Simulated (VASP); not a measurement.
Here is the system:

```
AlAs
1.0
    0.00000     2.92130     2.92130
    2.92130     0.00000     2.92130
    2.92130     2.92130     0.00000
Al As
1 1
Direct
  0.00000   0.00000   0.00000
  0.25000   0.25000   0.25000
```

Method: PW91 GGA, VASP's PBE PAW potentials (set 64) (plane waves; VASP). Numerical set-up: 520 eV cut-off, 8×8×8 Γ-centred mesh, Gaussian smearing of 0.050 eV, potentials Al As.

Task: What does the run give for the energy per atom (σ→0), pressure, band gap (on the k-mesh) with the smallest direct gap where there is one?

Result: 
| Property | Value |
|---|---|
| band gap (on the k-mesh) | 1.34 eV |
| smallest direct gap (on the k-mesh) | 1.34 eV |
| energy per atom (σ→0) | -453.2 kJ/mol of atoms |
| pressure | -3.47 GPa |

Only differences to runs with the same potentials and settings are physical.

The compound is AlAs in the zinc blende structure. This cell is one point of a volume scan, at 1.06 of the reference volume.
